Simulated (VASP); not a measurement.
All values below come from r2SCAN+rVV10, VASP's PBE PAW potentials (set 64) (plane waves; VASP 6.6.1).

VASP ran on this input.

File POSCAR:
```
V
2.5514450
 -0.5773503381   0.5773503381   0.5773503381
  0.5773503381  -0.5773503381   0.5773503381
  0.5773503381   0.5773503381  -0.5773503381
V
1
Direct
  0.0000000000   0.0000000000   0.0000000000
```

File KPOINTS:
```
Automatic mesh
0
Gamma
17 17 17
0 0 0
```

### INCAR
```
SYSTEM = V
PREC = Accurate; ENCUT = 520; LREAL = .FALSE.
LASPH = .TRUE.
EDIFF = 1E-7; NELM = 100; ALGO = Normal
LMAXMIX = 4; LMIXTAU = .TRUE.
ISMEAR = 1; SIGMA = 0.1
METAGGA = R2SCAN; LUSE_VDW = .TRUE.; BPARAM = 11.95
CPARAM = 0.0093
ISIF = 2
LWAVE = .FALSE.; LCHARG = .FALSE.
```

POTCAR, in this order: V_sv (PBE.64 set). Program: vasp_std.

Q: What does the run give for the energy per atom (σ→0), pressure, band gap (on the k-mesh)?

A: 
```
Item                                                         Value
------------------------  ----------------------------------------
energy per atom (σ→0)                              -13.831 eV/atom
band gap (on the k-mesh)  none (metal, semimetal or under 0.01 eV)
pressure                                                  7.24 GPa
```

File OSZICAR:
```
...
DAV:  14    -0.138312103085E+02    0.81665E-05   -0.30401E-06  3334   0.230E-02    0.264E-03
DAV:  15    -0.138312083796E+02    0.19289E-05   -0.37353E-07  3312   0.849E-03    0.730E-04
DAV:  16    -0.138312101425E+02   -0.17629E-05   -0.39531E-08  1676   0.266E-03    0.516E-04
DAV:  17    -0.138312096578E+02    0.48472E-06   -0.37456E-09  1652   0.980E-04    0.746E-05
DAV:  18    -0.138312099533E+02   -0.29554E-06   -0.70021E-10  1656   0.479E-04    0.379E-05
DAV:  19    -0.138312097127E+02    0.24056E-06   -0.95882E-11  1652   0.177E-04    0.270E-05
DAV:  20    -0.138312097718E+02   -0.59047E-07   -0.61393E-11  1656   0.117E-04
   1 F= -.13831210E+02 E0= -.13831021E+02  d E =-.565039E-03
```

The compound is V in the bcc structure. This cell is one point of a volume scan, at 0.97 of the reference volume. The run is not spin-polarised, so no magnetic state was tried.
